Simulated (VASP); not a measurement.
# 1T-SnSe2 monolayer and its bilayer, part 4 of 5

Aim: relax 1T-SnSe2 monolayer, place its levels against the vacuum, then find how two sheets stack and bind.

VASP 6.6.1, plane waves and PAW; the level of theory is named at each step.

So far. Step 10 (A rigid stacking): Energy at zero smearing: -12.32197 eV.

## Step 11: A rigid stacking

Level of this step: optB86b-vdW; plane waves and PAW (Sn, Se) (VASP).

File INCAR:

```
SYSTEM = SnSe2
PREC = Normal
ENCUT = 350
EDIFF = 1E-05
NELM = 120
ISMEAR = 0
SIGMA = 0.03
LREAL = .FALSE.
ALGO = Fast
GGA = MK
AGGAC = 0
LUSE_VDW = .TRUE.
PARAM1 = 0.1234
PARAM2 = 1
LASPH = .TRUE.
NBANDS = 22
LORBIT = 11
LWAVE = .FALSE.
LCHARG = .FALSE.
KPAR = 4
IDIPOL = 3
LDIPOL = .TRUE.
DIPOL = 0.5 0.5 0.5
```

File POSCAR:

```
SnSe2
1.0
    3.8295151334      0.0000000000      0.0000000000
   -1.9147575667      3.3164573897      0.0000000000
    0.0000000000      0.0000000000     26.5159255072
Sn Se
2 4
Direct
    0.0000000000      0.0000000000      0.3810533200
    0.0000000000      0.0000000000      0.6189466800
    0.3333333300      0.6666666700      0.3205620700
    0.6666666700      0.3333333300      0.4415445600
    0.6666666700      0.3333333300      0.5584554400
    0.3333333300      0.6666666700      0.6794379300
```

File KPOINTS:

```
Automatic mesh
0
Gamma
9 9 1
0 0 0
```

Potentials, in the order of the species: Sn and Se (PBE family, release 64).

On the command line:

```console
$ mpirun -np 4 vasp_std
```

Output:

```text
[... set-up lines as in an earlier step ...]
 entering main loop
       N       E                     dE             d eps       ncg     rms          rms(c)
DAV:   1     0.210819487880E+03    0.21082E+03   -0.88077E+03   528   0.798E+02
DAV:   2     0.118369107637E+02   -0.19898E+03   -0.19293E+03   804   0.169E+02
DAV:   3    -0.119696120427E+02   -0.23807E+02   -0.23480E+02   642   0.673E+01
DAV:   4    -0.126644563660E+02   -0.69484E+00   -0.69265E+00   728   0.132E+01
[...]
RMM:  14    -0.120776751768E+02   -0.40719E-04   -0.79552E-06   429   0.129E-02    0.117E-03
RMM:  15    -0.120777396654E+02   -0.64489E-04   -0.23994E-05   479   0.144E-02    0.331E-03
RMM:  16    -0.120777419102E+02   -0.22447E-05   -0.17760E-06   315   0.567E-03
   1 F= -.12077742E+02 E0= -.12077742E+02  d E =-.261036E-19
```

Elapsed: 39 s, on 4 MPI ranks of AMD EPYC 9R45, shared host; peak memory 1.7 GiB; 2.2 min of CPU time.

From OUTCAR (step 11):

```text
  Total        0.1335142      0.1335142      3.0304841      0.0000000      0.0000000      0.0000000
  in kB        0.6352039      0.6352039     14.4177534      0.0000000      0.0000000      0.0000000
  external PRESSURE =       5.2293871 kB  Pullay stress =       0.0000000 kB

 POSITION                                       TOTAL-FORCE (eV/Angst)
 -----------------------------------------------------------------------------------
      0.00000      0.00000     10.10398        -0.000000      0.000000     -0.144986
      0.00000      0.00000     16.41194        -0.000000      0.000000      0.144986
     -0.00000      2.21097      8.50000         0.000000     -0.000000     -0.065691
      1.91476      1.10549     11.70796         0.000000      0.000000     -0.490279
      1.91476      1.10549     14.80796         0.000000      0.000000      0.490279
     -0.00000      2.21097     18.01593         0.000000     -0.000000      0.065691
 -----------------------------------------------------------------------------------
    total drift:                               -0.000002      0.000001     -0.000000

  FREE ENERGIE OF THE ION-ELECTRON SYSTEM (eV)
  ---------------------------------------------------
  free  energy   TOTEN  =       -12.0777419102 eV

  energy  without entropy=      -12.0777419102  energy(sigma->0) =      -12.07774191

[... 2 parts as in an earlier step ...]

[... 1 further part left out ...]
[key lines of the parts left out:]
E-fermi :  -1.6340
```

Energy at zero smearing: -12.07774 eV.

## Step 12: A rigid stacking

INCAR is that of step 11.

File POSCAR:

```
SnSe2
1.0
    3.8295151334      0.0000000000      0.0000000000
   -1.9147575667      3.3164573897      0.0000000000
    0.0000000000      0.0000000000     26.5159255072
Sn Se
2 4
Direct
    0.0000000000      0.0000000000      0.3810533200
    0.3333333300      0.6666666700      0.6189466800
    0.3333333300      0.6666666700      0.3205620700
    0.6666666700      0.3333333300      0.4415445600
    0.0000000000      1.0000000000      0.5584554400
    0.6666666700      0.3333333300      0.6794379300
```

KPOINTS is that of step 11.

On the command line:

```console
$ mpirun -np 4 vasp_std
```

Output:

```text
[... set-up lines as in an earlier step ...]
 entering main loop
       N       E                     dE             d eps       ncg     rms          rms(c)
DAV:   1     0.209008436596E+03    0.20901E+03   -0.88067E+03   528   0.798E+02
DAV:   2     0.115441592751E+02   -0.19746E+03   -0.19135E+03   810   0.168E+02
DAV:   3    -0.122605572344E+02   -0.23805E+02   -0.23408E+02   640   0.671E+01
DAV:   4    -0.129220956499E+02   -0.66154E+00   -0.65875E+00   692   0.130E+01
[...]
RMM:  14    -0.123498608064E+02   -0.42661E-04   -0.81680E-06   429   0.130E-02    0.137E-03
RMM:  15    -0.123499183915E+02   -0.57585E-04   -0.15716E-05   460   0.123E-02    0.133E-03
RMM:  16    -0.123499249277E+02   -0.65362E-05   -0.50617E-06   343   0.718E-03
   1 F= -.12349925E+02 E0= -.12349925E+02  d E =-.246486E-13
```

It took 36 s on 4 MPI ranks; peak memory 1.7 GiB; 2.1 min of CPU time.

Parts of OUTCAR (step 12):

```text
  Total        0.2784041      0.2784041     -0.0837744     -0.0000000      0.0000000      0.0000000
  in kB        1.3245280      1.3245280     -0.3985632     -0.0000000      0.0000000      0.0000000
  external PRESSURE =       0.7501643 kB  Pullay stress =       0.0000000 kB

 POSITION                                       TOTAL-FORCE (eV/Angst)
 -----------------------------------------------------------------------------------
      0.00000      0.00000     10.10398         0.000000     -0.000000     -0.040534
     -0.00000      2.21097     16.41194         0.000000     -0.000000      0.019151
     -0.00000      2.21097      8.50000        -0.000000     -0.000000      0.007111
      1.91476      1.10549     11.70796         0.000000     -0.000000      0.086764
      0.00000      0.00000     14.80796         0.000000     -0.000000     -0.084800
      1.91476      1.10549     18.01593        -0.000000      0.000000      0.012308
 -----------------------------------------------------------------------------------
    total drift:                               -0.000006      0.000002     -0.000715

  FREE ENERGIE OF THE ION-ELECTRON SYSTEM (eV)
  ---------------------------------------------------
  free  energy   TOTEN  =       -12.3499249277 eV

  energy  without entropy=      -12.3499249277  energy(sigma->0) =      -12.34992493

[... 2 parts as in an earlier step ...]

[... 1 further part left out ...]
[key lines of the parts left out:]
E-fermi :  -1.7118
```

Energy at zero smearing: -12.34992 eV.

## Step 13: Relaxing the bilayer

The lowest stacking relaxes at the monolayer's lattice.

INCAR: that of step 12 with these lines changed.

```diff
@@ -3,3 +3,3 @@
 ENCUT = 350
-EDIFF = 1E-05
+EDIFF = 1E-07
 NELM = 120
@@ -20,2 +20,8 @@
 KPAR = 4
+IBRION = 2
+NSW = 70
+ISIF = 2
+EDIFFG = -0.004
+POTIM = 0.8
+MAXMIX = 40
 IDIPOL = 3
```

File POSCAR:

```
SnSe2
1.0
    3.8295151334      0.0000000000      0.0000000000
   -1.9147575667      3.3164573897      0.0000000000
    0.0000000000      0.0000000000     26.5159255072
Sn Se
2 4
Direct
    0.0000000000      0.0000000000      0.3810533200
    0.0000000000      0.0000000000      0.6189466800
    0.3333333300      0.6666666700      0.3205620700
    0.6666666700      0.3333333300      0.4415445600
    0.3333333300      0.6666666700      0.5584554400
    0.6666666700      0.3333333300      0.6794379300
```

KPOINTS is that of step 12.

On the command line:

```console
$ mpirun -np 4 vasp_std
```

Output:

```text
[... set-up lines as in an earlier step ...]
 entering main loop
       N       E                     dE             d eps       ncg     rms          rms(c)
[... 5 cycles as in an earlier step ...]
RMM:   6    -0.124209939432E+02    0.51955E+00   -0.76445E-01   532   0.319E+00    0.407E+00
RMM:   7    -0.123749366715E+02    0.46057E-01   -0.74009E-01   533   0.316E+00    0.936E-01
RMM:   8    -0.123497310890E+02    0.25206E-01   -0.88091E-02   528   0.138E+00    0.178E-01
RMM:   9    -0.123505600374E+02   -0.82895E-03   -0.10814E-02   548   0.522E-01    0.909E-02
RMM:  10    -0.123506150664E+02   -0.55029E-04   -0.24292E-03   573   0.221E-01    0.381E-02
RMM:  11    -0.123506336735E+02   -0.18607E-04   -0.49410E-04   545   0.110E-01    0.151E-02
RMM:  12    -0.123506748446E+02   -0.41171E-04   -0.12178E-04   591   0.510E-02    0.782E-03
RMM:  13    -0.123507243273E+02   -0.49483E-04   -0.24492E-05   577   0.243E-02    0.229E-03
RMM:  14    -0.123507833917E+02   -0.59064E-04   -0.97604E-06   557   0.129E-02    0.115E-03
RMM:  15    -0.123508232687E+02   -0.39877E-04   -0.12957E-05   514   0.101E-02    0.203E-03
RMM:  16    -0.123508277343E+02   -0.44655E-05   -0.40202E-06   471   0.536E-03    0.777E-04
RMM:  17    -0.123508273788E+02    0.35550E-06   -0.13826E-06   421   0.358E-03    0.513E-04
RMM:  18    -0.123508280568E+02   -0.67801E-06   -0.20867E-07   367   0.176E-03    0.278E-04
RMM:  19    -0.123508285833E+02   -0.52653E-06   -0.15469E-07   358   0.147E-03    0.219E-04
RMM:  20    -0.123508300588E+02   -0.14755E-05   -0.13000E-07   341   0.135E-03    0.219E-04
RMM:  21    -0.123508302524E+02   -0.19356E-06   -0.18359E-08   210   0.521E-04    0.112E-04
RMM:  22    -0.123508303684E+02   -0.11601E-06   -0.13057E-08   220   0.524E-04    0.298E-05
RMM:  23    -0.123508305670E+02   -0.19866E-06   -0.46927E-09   184   0.435E-04    0.319E-05
RMM:  24    -0.123508305615E+02    0.55584E-08   -0.13995E-09   165   0.380E-04
   1 F= -.12350831E+02 E0= -.12350831E+02  d E =-.123508E+02
 curvature:   0.00 expect dE= 0.000E+00 dE for cont linesearch  0.000E+00
 trial: gam= 0.00000 g(F)=  0.835E-03 g(S)=  0.000E+00 ort = 0.000E+00 (trialstep = 0.100E+01)
 search vector abs. value=  0.835E-03
 bond charge predicted
       N       E                     dE             d eps       ncg     rms          rms(c)
DAV:   1    -0.123511105579E+02   -0.27999E-03   -0.53436E-02   672   0.111E+00    0.781E-02
RMM:   2    -0.123510613713E+02    0.49187E-04   -0.25049E-03   528   0.246E-01    0.720E-02
RMM:   3    -0.123511053590E+02   -0.43988E-04   -0.41810E-04   531   0.109E-01    0.288E-02
RMM:   4    -0.123512334142E+02   -0.12806E-03   -0.21664E-04   529   0.611E-02    0.143E-02
RMM:   5    -0.123512479592E+02   -0.14545E-04   -0.11144E-04   534   0.395E-02    0.672E-03
RMM:   6    -0.123512552714E+02   -0.73122E-05   -0.33412E-05   572   0.212E-02    0.411E-03
RMM:   7    -0.123512538710E+02    0.14004E-05   -0.49590E-06   549   0.888E-03    0.110E-03
RMM:   8    -0.123512545343E+02   -0.66328E-06   -0.17774E-06   523   0.513E-03    0.184E-03
RMM:   9    -0.123512554933E+02   -0.95901E-06   -0.51582E-07   441   0.277E-03    0.358E-04
RMM:  10    -0.123512558746E+02   -0.38126E-06   -0.12273E-07   348   0.135E-03    0.989E-05
RMM:  11    -0.123512562582E+02   -0.38365E-06   -0.33802E-08   295   0.826E-04    0.411E-05
RMM:  12    -0.123512563534E+02   -0.95170E-07   -0.11842E-08   221   0.507E-04
   2 F= -.12351256E+02 E0= -.12351256E+02  d E =-.425792E-03
[... from here on, the cycles between the ionic steps are left out ...]
   3 F= -.12351257E+02 E0= -.12351257E+02  d E =-.426211E-03
   4 F= -.12351504E+02 E0= -.12351504E+02  d E =-.247215E-03
   5 F= -.12351522E+02 E0= -.12351522E+02  d E =-.265723E-03
   6 F= -.12351796E+02 E0= -.12351796E+02  d E =-.273353E-03
   7 F= -.12352574E+02 E0= -.12352574E+02  d E =-.105126E-02
   8 F= -.12353889E+02 E0= -.12353889E+02  d E =-.236639E-02
   9 F= -.12355486E+02 E0= -.12355486E+02  d E =-.396378E-02
  10 F= -.12355969E+02 E0= -.12355969E+02  d E =-.482384E-03
  11 F= -.12356058E+02 E0= -.12356058E+02  d E =-.572010E-03
  12 F= -.12356058E+02 E0= -.12356058E+02  d E =-.572000E-03
  13 F= -.12356091E+02 E0= -.12356091E+02  d E =-.329948E-04
  14 F= -.12356091E+02 E0= -.12356091E+02  d E =-.331420E-04
  15 F= -.12356108E+02 E0= -.12356108E+02  d E =-.165372E-04
  16 F= -.12356153E+02 E0= -.12356153E+02  d E =-.618406E-04
  17 F= -.12356226E+02 E0= -.12356226E+02  d E =-.134319E-03
  18 F= -.12356289E+02 E0= -.12356289E+02  d E =-.198016E-03
  19 F= -.12356290E+02 E0= -.12356290E+02  d E =-.198086E-03
  20 F= -.12356309E+02 E0= -.12356309E+02  d E =-.198904E-04
  21 F= -.12356311E+02 E0= -.12356311E+02  d E =-.214120E-04
 curvature:  -1.13 expect dE=-0.134E-04 dE for cont linesearch -0.371E-07
 trial: gam= 0.26277 g(F)=  0.118E-04 g(S)=  0.000E+00 ort =-0.213E-05 (trialstep = 0.110E+01)
 search vector abs. value=  0.202E-04
 bond charge predicted
       N       E                     dE             d eps       ncg     rms          rms(c)
DAV:   1    -0.123563103063E+02    0.53730E-06   -0.15618E-03   534   0.188E-01    0.140E-02
RMM:   2    -0.123563021629E+02    0.81434E-05   -0.68257E-05   528   0.416E-02    0.167E-02
RMM:   3    -0.123563388214E+02   -0.36659E-04   -0.51755E-05   534   0.277E-02    0.306E-02
RMM:   4    -0.123563219043E+02    0.16917E-04   -0.78128E-06   528   0.132E-02    0.209E-02
RMM:   5    -0.123563115623E+02    0.10342E-04   -0.55202E-05   551   0.268E-02    0.287E-03
RMM:   6    -0.123563151635E+02   -0.36012E-05   -0.30784E-06   534   0.986E-03    0.162E-03
RMM:   7    -0.123563164299E+02   -0.12664E-05   -0.84711E-07   462   0.394E-03    0.154E-03
RMM:   8    -0.123563170061E+02   -0.57619E-06   -0.11745E-07   345   0.168E-03    0.692E-04
RMM:   9    -0.123563176356E+02   -0.62948E-06   -0.64815E-08   338   0.106E-03    0.760E-04
RMM:  10    -0.123563176715E+02   -0.35973E-07   -0.17133E-08   226   0.576E-04
  22 F= -.12356318E+02 E0= -.12356318E+02  d E =-.675268E-05
 trial-energy change:   -0.000007  1 .order   -0.000005   -0.000012    0.000002
 step:   1.0105(harm=  0.9585)  dis= 0.00088  next Energy=   -12.356318 (dE=-0.683E-05)
 reached required accuracy - stopping structural energy minimisation
```

Elapsed: 12 min, on 4 MPI ranks; peak memory 1.8 GiB.

OUTCAR, selected parts (step 13):

```text
   NELECT =      32.0000    total number of electrons

 E-fermi :  -1.6709

 k-point     1 :       0.0000    0.0000    0.0000
  band No.  band energies     occupation
    ...
     12      -2.3383      2.00000
     13      -2.0355      2.00000
     14      -2.0355      2.00000
     15      -1.9310      2.00000
     16      -1.9310      2.00000
     17      -0.6428      0.00000
     18       0.2100      0.00000
     19       1.1934      0.00000
     20       1.2953      0.00000
     21       2.5843      0.00000
    ...

Total vdW correction in eV:      7.9055200

  Total        0.4047025      0.4047025     -0.0271690     -0.0000000      0.0000000      0.0000000
  in kB        1.9254020      1.9254020     -0.1292584     -0.0000000      0.0000000      0.0000000
  external PRESSURE =       1.2405152 kB  Pullay stress =       0.0000000 kB

 POSITION                                       TOTAL-FORCE (eV/Angst)
 -----------------------------------------------------------------------------------
      0.00000      0.00000     10.19490         0.000000     -0.000000      0.000183
      0.00000      0.00000     16.32103         0.000000      0.000000     -0.000183
     -0.00000      2.21097      8.59098         0.000000     -0.000000     -0.000911
      1.91476      1.10549     11.80318        -0.000000      0.000000      0.000588
     -0.00000      2.21097     14.71274        -0.000000      0.000000     -0.000588
      1.91476      1.10549     17.92494        -0.000000      0.000000      0.000911
 -----------------------------------------------------------------------------------
    total drift:                                0.000000      0.000000     -0.000000

  FREE ENERGIE OF THE ION-ELECTRON SYSTEM (eV)
  ---------------------------------------------------
  free  energy   TOTEN  =       -12.3563176715 eV

  energy  without entropy=      -12.3563176715  energy(sigma->0) =      -12.35631767

Total vdW correction in eV:      7.9055181

 vacuum level on the upper side and lower side of the slab         3.775         3.775

[... 10 parts as in an earlier step ...]

[... 9 further parts left out ...]
```

CONTCAR:

```
SnSe2
   1.00000000000000
     3.8295151334000002    0.0000000000000000    0.0000000000000000
    -1.9147575667000001    3.3164573897000000    0.0000000000000000
     0.0000000000000000    0.0000000000000000   26.5159255071999986
  Sn              Se
     2     4
Direct
     0.0000000000000000    0.0000000000000000    0.3844819840021749
     0.0000000000000000    0.0000000000000000    0.6155180159978251
     0.3333333300000021    0.6666666699999979    0.3239933841584186
     0.6666666699999979    0.3333333300000021    0.4451355591776484
     0.3333333300000021    0.6666666699999979    0.5548644408223514
     0.6666666699999979    0.3333333300000021    0.6760066158415816
```

Relaxation path:

```tsv
step	energy less that of the first step (eV)	largest force (eV/Å)
1	0.0000	0.0718
2	-0.0004	0.0463
3	-0.0004	0.0489
4	-0.0007	0.0271
5	-0.0007	0.0435
6	-0.0010	0.0435
7	-0.0017	0.0442
8	-0.0031	0.0442
9	-0.0047	0.0466
10	-0.0051	0.0365
11	-0.0052	0.0142
12	-0.0052	0.0132
13	-0.0053	0.0190
14	-0.0053	0.0201
15	-0.0053	0.0199
16	-0.0053	0.0187
17	-0.0054	0.0156
18	-0.0055	0.0125
19	-0.0055	0.0137
20	-0.0055	0.0113
21	-0.0055	0.0069
22	-0.0055	0.0009
```

The atoms that moved most (Å):

```tsv
atom	dx	dy	dz	length
Se5	0.000	0.000	-0.095	0.095
Se4	0.000	0.000	0.095	0.095
Se3	0.000	0.000	0.091	0.091
Se6	0.000	0.000	-0.091	0.091
Sn1	0.000	0.000	0.091	0.091
Sn2	0.000	0.000	-0.091	0.091
```

Final coordinates:

```
Sn Se
1.0
     3.82952    0.00000    0.00000
    -1.91476    3.31646    0.00000
     0.00000    0.00000   26.51593
Sn Se
2 4
Direct
  0.00000 0.00000 0.38448
  0.00000 0.00000 0.61552
  0.33333 0.66667 0.32399
  0.66667 0.33333 0.44514
  0.33333 0.66667 0.55486
  0.66667 0.33333 0.67601
```

Numbers from this step:

- electronic steps: 232
- free energy (TOTEN): -12.36 eV
- Fermi energy: -1.671 eV
- dipole moment: 0, 0, 0 e·Å
- gap on the k-mesh: 0.6433 eV
- least direct gap on the k-mesh: 0.9243 eV

The run ended after 22 ionic steps, 0.005 eV below its first step, once the forces on the free atoms met EDIFFG = -0.004.

(Part 4 of 5 ends here.)

[Lines on the potential files, build, host, timing and source positions are cut from VASP's logs without a mark.]

[Logs are printed without paths, hosts, clocks, repeated set-up lines and the standing remarks that a program may print on its own settings, such as how far it seeks lower states.]

[Hosts, paths, dates, database ids (printed as entryN), source tags and the programs' standing remarks are cut or masked in the printed files.]

[Runs that stopped without an error message from VASP are left out.]
